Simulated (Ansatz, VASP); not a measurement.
# RbBH4 in two plane-wave programs, part 2 of 3

Wanted: the spread between two codes on one cell, functional and k mesh. The cell is taken from a series of runs on this material, whose earlier steps may have relaxed, scaled, displaced or heated it; both programs get it as it stands.

VASP 6.6.1 and Ansatz 0.2.0.

So far: The structure; VASP: zone-centre phonons, PBEsol.

### Step 2. VASP: zone-centre phonons, PBEsol (continued)

Level of this step: PBEsol; plane waves and PAW (Rb_sv, B, H) (VASP).

Parts of OUTCAR (step 2):

```text
ion  position               nearest neighbor table
   1  0.000  0.000  0.000-   3 2.89   4 2.89   5 2.89   6 2.89   6 2.89   6 2.89   4 2.89   5 2.89
                             3 2.89   3 2.89   4 2.89   5 2.89   2 3.42   2 3.42   2 3.42   2 3.42
   2  0.500  0.500  0.500-   3 1.23   4 1.23   5 1.23   6 1.23   1 3.42   1 3.42   1 3.42   1 3.42
                             1 3.42   1 3.42
   3  0.604  0.604  0.188-   2 1.23   1 2.89   1 2.89   1 2.89
   4  0.188  0.604  0.604-   2 1.23   1 2.89   1 2.89   1 2.89
   5  0.604  0.188  0.604-   2 1.23   1 2.89   1 2.89   1 2.89
   6  0.604  0.604  0.604-   2 1.23   1 2.89   1 2.89   1 2.89

  LATTYP: Found a face centered cubic cell.
 ALAT       =     6.8434424394

 Subroutine GETGRP returns: Found 24 space group operations
 (whereof 24 operations were pure point group operations)

The static configuration has the point symmetry T_d .

 Found     16 irreducible k-points:

   k-points           NKPTS =     16   k-points in BZ     NKDIM =     16   number of bands    NBANDS=     14

   dimension x,y,z NGX =    36 NGY =   36 NGZ =   36
   dimension x,y,z NGXF=    72 NGYF=   72 NGZF=   72

   ENCUT  =  500.0 eV  36.75 Ry    6.06 a.u.   8.82  8.82  8.82*2*pi/ulx,y,z

   NELECT =      16.0000    total number of electrons

 k-points in reciprocal lattice and weights: Automatic mesh
   0.00000000  0.00000000  0.00000000       0.005
   0.16666667  0.00000000  0.00000000       0.037
   0.33333333  0.00000000  0.00000000       0.037
   0.50000000  0.00000000  0.00000000       0.019
   0.16666667  0.16666667  0.00000000       0.028
   0.33333333  0.16666667  0.00000000       0.111
   0.50000000  0.16666667  0.00000000       0.111
  -0.33333333  0.16666667  0.00000000       0.111
  -0.16666667  0.16666667  0.00000000       0.056
[...]
-0.33333333  0.33333333  0.16666667       0.111
  -0.33333333  0.50000000  0.16666667       0.056

 average (electrostatic) potential at core
       1 -39.0184       2 -31.0207       3 -35.6268       4 -35.6268       5 -35.6268
       6 -35.6268

  Total        0.0072673      0.0072673      0.0072673      0.0000000      0.0000000      0.0000000
  in kB        0.1453188      0.1453188      0.1453188      0.0000000      0.0000000      0.0000000
  external PRESSURE =       0.1453188 kB  Pullay stress =       0.0000000 kB

  energy-cutoff  :      500.00
  volume of cell :       80.12
      direct lattice vectors                 reciprocal lattice vectors
    -3.421721220  0.000000000  3.421721220    -0.146125288 -0.146125288  0.146125288
     0.000000000  3.421721220  3.421721220     0.146125288  0.146125288  0.146125288
    -3.421721220  3.421721220  0.000000000    -0.146125288  0.146125288 -0.146125288

 POSITION                                       TOTAL-FORCE (eV/Angst)
 -----------------------------------------------------------------------------------
      0.00000      0.00000      0.00000        -0.000000      0.000000      0.000000
     -3.42172      3.42172      3.42172        -0.000000      0.000000      0.000000
     -2.70921      2.70921      4.13423         0.011184     -0.011184      0.011184
[...]
2     0.14280    -0.33054    -0.14280
    3     0.14280    -0.14280    -0.33054

 Eigenvectors and eigenvalues of the dynamical matrix
 ----------------------------------------------------

   1 f  =   70.332629 THz   441.912943 2PiTHz 2346.043987 cm-1   290.872252 meV
             X         Y         Z           dx          dy          dz
      0.000000  0.000000  0.000000     0.000084   -0.000072   -0.000071
     -3.421721  3.421721  3.421721    -0.200806    0.170946    0.168597
     -2.709213  2.709213  4.134229     0.166988   -0.169409    0.196944
     -2.709213  4.134229  2.709213     0.162751    0.192898   -0.165363
     -4.134229  2.709213  2.709213    -0.141444   -0.111297   -0.111487
     -4.134229  4.134229  4.134229     0.471182   -0.473604   -0.473794

   2 f  =   70.332629 THz   441.912943 2PiTHz 2346.043987 cm-1   290.872252 meV
             X         Y         Z           dx          dy          dz
      0.000000  0.000000  0.000000     0.000013   -0.000084    0.000101
     -3.421721  3.421721  3.421721    -0.031697    0.198992   -0.239516
     -2.709213  2.709213  4.134229     0.421617   -0.408050    0.404764
     -2.709213  4.134229  2.709213    -0.369568   -0.350860    0.347574
     -4.134229  2.709213  2.709213     0.062583    0.081291    0.045730
     -4.134229  4.134229  4.134229    -0.010534    0.024100   -0.011460

   3 f  =   70.332629 THz   441.912943 2PiTHz 2346.043987 cm-1   290.872252 meV
             X         Y         Z           dx          dy          dz
      0.000000  0.000000  0.000000    -0.000100   -0.000072   -0.000046
     -3.421721  3.421721  3.421721     0.237997    0.170735    0.110351
     -2.709213  2.709213  4.134229    -0.140931    0.174077   -0.151282
     -2.709213  4.134229  2.709213    -0.249879   -0.255334    0.278128
     -4.134229  2.709213  2.709213    -0.448982   -0.454436   -0.459333
     -4.134229  4.134229  4.134229     0.058172   -0.025026   -0.029923

   4 f  =   68.807317 THz   432.329121 2PiTHz 2295.165035 cm-1   284.564069 meV
             X         Y         Z           dx          dy          dz
      0.000000  0.000000  0.000000     0.000000   -0.000000    0.000000
     -3.421721  3.421721  3.421721     0.000000   -0.000000   -0.000000
     -2.709213  2.709213  4.134229    -0.288675    0.288675   -0.288675
     -2.709213  4.134229  2.709213    -0.288675   -0.288675    0.288675
     -4.134229  2.709213  2.709213     0.288675    0.288675    0.288675
     -4.134229  4.134229  4.134229     0.288675   -0.288675   -0.288675

   5 f  =   35.861905 THz   225.326992 2PiTHz 1196.224375 cm-1   148.312853 meV
             X         Y         Z           dx          dy          dz
      0.000000  0.000000  0.000000     0.000000    0.000000    0.000000
     -3.421721  3.421721  3.421721     0.000000    0.000000    0.000000
     -2.709213  2.709213  4.134229     0.396391    0.113604   -0.282787
     -2.709213  4.134229  2.709213     0.396391   -0.113604    0.282787
     -4.134229  2.709213  2.709213    -0.396391    0.113604    0.282787
     -4.134229  4.134229  4.134229    -0.396391   -0.113604   -0.282787

   6 f  =   35.861905 THz   225.326992 2PiTHz 1196.224375 cm-1   148.312853 meV
             X         Y         Z           dx          dy          dz
      0.000000  0.000000  0.000000    -0.000000   -0.000000    0.000000
     -3.421721  3.421721  3.421721    -0.000000   -0.000000   -0.000000
     -2.709213  2.709213  4.134229     0.097678    0.392124    0.294445
     -2.709213  4.134229  2.709213     0.097678   -0.392124   -0.294445
     -4.134229  2.709213  2.709213    -0.097678    0.392124   -0.294445
     -4.134229  4.134229  4.134229    -0.097678   -0.392124    0.294445

   7 f  =   31.939414 THz   200.681257 2PiTHz 1065.384176 cm-1   132.090743 meV
             X         Y         Z           dx          dy          dz
      0.000000  0.000000  0.000000     0.005074   -0.005094    0.007510
     -3.421721  3.421721  3.421721     0.192078   -0.192848    0.284310
     -2.709213  2.709213  4.134229     0.088236   -0.087141   -0.043038
     -2.709213  4.134229  2.709213    -0.427434    0.120440   -0.250620
     -4.134229  2.709213  2.709213    -0.120177    0.427697   -0.251452
     -4.134229  4.134229  4.134229    -0.219021    0.220116   -0.459033

   8 f  =   31.939414 THz   200.681257 2PiTHz 1065.384176 cm-1   132.090743 meV
             X         Y         Z           dx          dy          dz
      0.000000  0.000000  0.000000     0.008188   -0.001139   -0.006305
     -3.421721  3.421721  3.421721     0.309985   -0.043125   -0.238676
     -2.709213  2.709213  4.134229    -0.379373   -0.000454    0.401548
     -2.709213  4.134229  2.709213    -0.168039    0.334550    0.066543
     -4.134229  2.709213  2.709213    -0.425979    0.076610    0.354942
     -4.134229  4.134229  4.134229    -0.121433   -0.258394    0.019938

   9 f  =   31.939414 THz   200.681257 2PiTHz 1065.384176 cm-1   132.090743 meV
             X         Y         Z           dx          dy          dz
      0.000000  0.000000  0.000000     0.003912    0.008991    0.003456
     -3.421721  3.421721  3.421721     0.148094    0.340392    0.130837
     -2.709213  2.709213  4.134229    -0.243996   -0.451276   -0.219433
     -2.709213  4.134229  2.709213    -0.017528   -0.291229   -0.379481
     -4.134229  2.709213  2.709213     0.123869   -0.149832    0.148432
     -4.134229  4.134229  4.134229    -0.385393   -0.309879   -0.011615

  10 f  =    9.483773 THz    59.588300 2PiTHz  316.344601 cm-1    39.221714 meV
             X         Y         Z           dx          dy          dz
      0.000000  0.000000  0.000000    -0.000000    0.000000    0.000000
     -3.421721  3.421721  3.421721    -0.000000   -0.000000    0.000000
     -2.709213  2.709213  4.134229    -0.395787   -0.307447    0.088340
     -2.709213  4.134229  2.709213     0.395787   -0.388458    0.007329
     -4.134229  2.709213  2.709213    -0.300119    0.307447   -0.007329
     -4.134229  4.134229  4.134229     0.300119    0.388458   -0.088340

  11 f  =    9.483773 THz    59.588300 2PiTHz  316.344601 cm-1    39.221714 meV
             X         Y         Z           dx          dy          dz
      0.000000  0.000000  0.000000    -0.000000   -0.000000    0.000000
     -3.421721  3.421721  3.421721    -0.000000    0.000000    0.000000
     -2.709213  2.709213  4.134229     0.296005    0.108200   -0.187805
     -2.709213  4.134229  2.709213    -0.296005   -0.165603   -0.461608
     -4.134229  2.709213  2.709213    -0.353408   -0.108200    0.461608
     -4.134229  4.134229  4.134229     0.353408    0.165603    0.187805

  12 f  =    9.483773 THz    59.588300 2PiTHz  316.344601 cm-1    39.221714 meV
             X         Y         Z           dx          dy          dz
      0.000000  0.000000  0.000000    -0.000000    0.000000    0.000000
     -3.421721  3.421721  3.421721     0.000000   -0.000000   -0.000000
     -2.709213  2.709213  4.134229     0.075722   -0.379169   -0.454891
     -2.709213  4.134229  2.709213    -0.075722    0.267723    0.192001
     -4.134229  2.709213  2.709213    -0.187167    0.379169   -0.192001
     -4.134229  4.134229  4.134229     0.187167   -0.267723    0.454891

  13 f  =    5.021717 THz    31.552380 2PiTHz  167.506458 cm-1    20.768145 meV
             X         Y         Z           dx          dy          dz
      0.000000  0.000000  0.000000    -0.118153   -0.357859    0.073783
     -3.421721  3.421721  3.421721     0.246027    0.745161   -0.153636
     -2.709213  2.709213  4.134229     0.064407    0.214297   -0.047971
     -2.709213  4.134229  2.709213     0.077546    0.217894   -0.051568
     -4.134229  2.709213  2.709213     0.075300    0.215648   -0.037078
     -4.134229  4.134229  4.134229     0.066653    0.212051   -0.040674
    [... 43 further lines ...]
     -4.134229  2.709213  2.709213     0.095215    0.029978   -0.000091
     -4.134229  4.134229  4.134229     0.095218    0.029986   -0.000083

 MACROSCOPIC STATIC DIELECTRIC TENSOR IONIC CONTRIBUTION
 ------------------------------------------------------
           2.352668     0.000000     0.000000
           0.000000     2.352668    -0.000000
           0.000000    -0.000000     2.352668
 ------------------------------------------------------

 ELASTIC MODULI CONTR FROM IONIC RELAXATION (kBar)
 Direction    XX          YY          ZZ          XY          YZ          ZX
 --------------------------------------------------------------------------------
 XX        -307.3204   -173.4677   -173.4677     -0.0000     -0.0000      0.0000
 YY        -173.4677   -307.3204   -173.4677      0.0000      0.0000      0.0000
 ZZ        -173.4677   -173.4677   -307.3204     -0.0000      0.0000      0.0000
 XY           0.0000      0.0000     -0.0000   -298.8018     -0.0000      0.0000
 YZ           0.0000     -0.0000     -0.0000     -0.0000   -298.8018     -0.0000
 ZX          -0.0000     -0.0000     -0.0000      0.0000     -0.0000   -298.8018
 --------------------------------------------------------------------------------

 PIEZOELECTRIC TENSOR IONIC CONTR  for field in x, y, z        (C/m^2)
          XX          YY          ZZ          XY          YZ          ZX
  --------------------------------------------------------------------------------
  x     0.00000     0.00000     0.00000    -0.00000    -0.05140    -0.00000
  y    -0.00000     0.00000    -0.00000     0.00000     0.00000    -0.05140
  z    -0.00000     0.00000     0.00000    -0.05140    -0.00000     0.00000
```

(Continued in part 3 of 3.)

[Lines on the potential files, build, host, timing and source positions are cut from VASP's logs without a mark.]

[Logs are printed without paths, hosts, clocks, repeated set-up lines and the standing remarks that a program may print on its own settings, such as how far it seeks lower states.]

[Hosts, paths, dates, database ids (printed as entryN), source tags and the programs' standing remarks are cut or masked in the printed files.]
